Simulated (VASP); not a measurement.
Given:

```
AlN
1.0
    0.00000     2.15659     2.15659
    2.15659     0.00000     2.15659
    2.15659     2.15659     0.00000
Al N
1 1
Cartesian
  0.00000   0.00000   0.00000
  1.07830   1.07830   1.07830
```

Level of theory: LDA (Ceperley-Alder, Perdew-Zunger), VASP's LDA PAW potentials (set 64) (plane waves; VASP). Settings: 620 eV cut-off, 11×11×11 Γ-centred mesh, Gaussian smearing of 0.050 eV, potentials Al N.

**Question.** What does the run give for the energy per atom (σ→0), pressure?

**Answer.** 
| Item | Result |
|---|---|
| energy per atom (σ→0) | -8.185 eV/atom |
| pressure | 5.01 GPa |

Only differences to runs with the same potentials and settings are physical.

The compound is AlN in the zinc blende structure, a metastable form; wurtzite is the usual one. It was relaxed first under an external pressure of 5 GPa.
